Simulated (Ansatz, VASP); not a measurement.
**Two plane-wave programs on MgBe2S3**

```
Mg Be S
1.0
     3.40323    0.00000    0.00000
    -1.70162    2.94728    0.00000
     0.00000    0.00000    8.45677
Mg Be S
1 2 3
Direct
  0.00000 0.00000 0.00000
  0.33333 0.66667 0.65957
  0.66667 0.33333 0.34043
  0.33333 0.66667 0.19321
  0.00000 0.00000 0.50000
  0.66667 0.33333 0.80679
```

Change from the starting cell: species swapped into the NaNi2O3 type (P-3m1, No. 164).

Alike in both runs: functional PBE; k mesh 12 × 12 × 4; occupations gaussian, width 0.02 eV; no spin polarisation.

Ansatz relaxed the structure, and its values are those at the end. VASP's run is a single point on that final structure, the one shown.

```csv
,VASP,Ansatz
version,VASP 6.6.1,Ansatz 0.2.0
potentials or method,"VASP PAW PBE potentials, release 64 (Mg, Be, S)","scalar-relativistic, plane waves, PAW"
plane-wave cutoff (eV),520,420
valence electrons in the cell,24,32
```

VASP gave:

```
gap on the k mesh at the Fermi level (eV) : 1.51
least direct gap on the mesh (eV)         : 2.23
pressure (GPa)                            : -0.2
rms of the force components (eV/Å)        : 0.004
```

Q: Which values does Ansatz return?

A: gap on the k mesh at the Fermi level (eV): 1.51; least direct gap on the mesh (eV): 2.23; pressure (GPa): 0.0; rms of the force components (eV/Å): 0.002.

The two sets of potentials don't hold the same shells in valence.

A k mesh can miss the band edges.
